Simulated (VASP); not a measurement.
Input:

```
CELL_PARAMETERS angstrom
      0.00000     2.22369     2.22369
      2.22369     0.00000     2.22369
      2.22369     2.22369     0.00000
ATOMIC_POSITIONS crystal
  Nb 0.00000 0.00000 0.00000
  C  0.50000 0.50000 0.50000
```

Method: PBE GGA with D3 dispersion (Becke-Johnson damping), VASP's PBE PAW potentials (set 64) (plane waves; VASP). Settings: 520 eV cut-off, Gaussian smearing of 0.050 eV, potentials Nb_sv C.

Problem. Give the energies of bands 6 to 11 at the high-symmetry points, in eV from the Fermi level.

Solution. 
```json
[
 {"band": "6", "Γ": "-1.37", "X": "-4.29", "U": "-5.25", "L": "-7.69", "W": "-4.73"},
 {"band": "7", "Γ": "-1.37", "X": "-3.89", "U": "-4.27", "L": "-5.23", "W": "-4.45"},
 {"band": "8", "Γ": "-1.37", "X": "-1.35", "U": "-3.58", "L": "-5.23", "W": "-4.45"},
 {"band": "9", "Γ": "-0.27", "X": "-1.35", "U": "-0.35", "L": "2.16", "W": "1.53"},
 {"band": "10", "Γ": "-0.27", "X": "2.01", "U": "2.51", "L": "2.16", "W": "1.53"},
 {"band": "11", "Γ": "-0.27", "X": "3.28", "U": "3.47", "L": "3.62", "W": "3.29"}
]
```

It has no gap at this level: it comes out as a metal or semimetal.

The compound is NbC in the rock salt structure. It was relaxed first. The electron count is odd and the run is not spin-polarised, which forces a metal.
